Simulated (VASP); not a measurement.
Input:

```xyz
2
Lattice="0.0000 2.9006 2.9006 2.9006 0.0000 2.9006 2.9006 2.9006 0.0000" Properties=species:S:1:pos:R:3 pbc="T T T"
Zr     0.0000     0.0000     0.0000
P      1.4503     1.4503     1.4503
```

Computed with PBEsol GGA, VASP's PBE PAW potentials (set 64) (plane waves; VASP 6.6.1). Run with 400 eV cut-off, Gaussian smearing of 0.050 eV, potentials Zr_sv P.

**Question.** Give the energies of bands 6 to 11 at the high-symmetry points, in eV from the Fermi level.

**Answer.** 
| band | Γ | X | U | L | W |
|---|---|---|---|---|---|
| 6 | -3.27 | -4.54 | -4.04 | -3.96 | -3.70 |
| 7 | -3.27 | -1.95 | -2.65 | -2.86 | -3.18 |
| 8 | -3.27 | -1.95 | -2.23 | -2.86 | -1.93 |
| 9 | 0.77 | -0.74 | -0.70 | 1.26 | -0.87 |
| 10 | 0.77 | 1.39 | 1.10 | 1.26 | 0.66 |
| 11 | 2.12 | 1.96 | 1.37 | 1.33 | 1.82 |

It has no gap at this level: it comes out as a metal or semimetal.

The structure was generated: ZrP was put into the zinc blende type (F-43m), which need not be its known phase. It was relaxed first, which changed the volume by -29 %. The electron count is odd and the run is not spin-polarised, which forces a metal.
